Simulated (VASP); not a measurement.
Output of a VASP run:

### OSZICAR
```
       N       E                     dE             d eps       ncg     rms          rms(c)
DAV:   1    -0.112639179683E+01   -0.11264E+01   -0.48414E+03   944   0.944E+02
DAV:   2    -0.185559515857E+02   -0.17430E+02   -0.17207E+02  1456   0.106E+02
DAV:   3    -0.186720543206E+02   -0.11610E+00   -0.11610E+00   960   0.111E+01
DAV:   4    -0.186722144108E+02   -0.16009E-03   -0.16009E-03  1256   0.443E-01
DAV:   5    -0.186722144620E+02   -0.51200E-07   -0.51200E-07   952   0.572E-03    0.515E+00
DAV:   6    -0.182755036978E+02    0.39671E+00   -0.30584E-01   928   0.435E+00    0.309E+00
DAV:   7    -0.181418558581E+02    0.13365E+00   -0.34305E-01  1072   0.471E+00    0.676E-01
DAV:   8    -0.181430620300E+02   -0.12062E-02   -0.17981E-03   960   0.475E-01    0.443E-02
DAV:   9    -0.181430862019E+02   -0.24172E-04   -0.12872E-04  1296   0.999E-02    0.268E-02
DAV:  10    -0.181430993396E+02   -0.13138E-04   -0.14985E-05   912   0.442E-02    0.560E-03
DAV:  11    -0.181430991970E+02    0.14255E-06   -0.41701E-08   704   0.217E-03
   1 F= -.18143099E+02 E0= -.18143099E+02  d E =-.611563E-22
```

OUTCAR:
```
------------------------ aborting loop because EDIFF is reached ----------------------------------------
  FORCE on cell =-STRESS in cart. coord.  units (eV):
  Direction    XX          YY          ZZ          XY          YZ          ZX
  --------------------------------------------------------------------------------------
  Total       -1.5897466     -1.5897466     -1.5897466     -0.0000000      0.0000000      0.0000000
  in kB     -211.5381167   -211.5381167   -211.5381167     -0.0000000      0.0000000      0.0000000
  external PRESSURE =    -211.5381167 kB  Pullay stress =       0.0000000 kB
  volume of cell :       12.04
      direct lattice vectors                 reciprocal lattice vectors
     0.000000000  1.819170000  1.819170000    -0.274850619  0.274850619  0.274850619
     1.819170000  0.000000000  1.819170000     0.274850619 -0.274850619  0.274850619
     1.819170000  1.819170000  0.000000000     0.274850619  0.274850619 -0.274850619
 POSITION                                       TOTAL-FORCE (eV/Angst)
 -----------------------------------------------------------------------------------
      0.00000      0.00000      0.00000         0.000000      0.000000      0.000000
      0.90958      0.90958      0.90958        -0.000000     -0.000000     -0.000000
 -----------------------------------------------------------------------------------
    total drift:                                0.000000      0.000000      0.000000
  FREE ENERGIE OF THE ION-ELECTRON SYSTEM (eV)
  ---------------------------------------------------
  free  energy   TOTEN  =       -18.1430991970 eV

  energy  without entropy=      -18.1430991970  energy(sigma->0) =      -18.14309920
```
(Selected blocks of OUTCAR.)

File POSCAR:
```
C
1
    0.0000000000     1.8191700000     1.8191700000
    1.8191700000     0.0000000000     1.8191700000
    1.8191700000     1.8191700000     0.0000000000
C
2
Direct
  0.0000000000   0.0000000000   0.0000000000
  0.2500000000   0.2500000000   0.2500000000
```

Problem. Reconstruct the remaining input files.

Solution. Several could match; the one computed here: the input of the run itself, PBE GGA, plane waves, VASP's PBE PAW potentials (set 64).

### KPOINTS
```
kpoints
0
G
  11 11 11
```

INCAR:
```
SYSTEM=C
PREC=Accurate; ENCUT=500; LREAL=F
LASPH=T
EDIFF=1E-6; NELM=100; ALGO=Normal
ISMEAR=0; SIGMA=0.05
GGA=PE
ISIF=2
LWAVE=F; LCHARG=F
```

POTCAR, in this order: C (PBE.64 set). Program: vasp_std.

The compound is C in the diamond structure. The cell was not relaxed at this level. The run is one of a series of settings (ENCUT = 500 against the base run), some of them coarse on purpose.
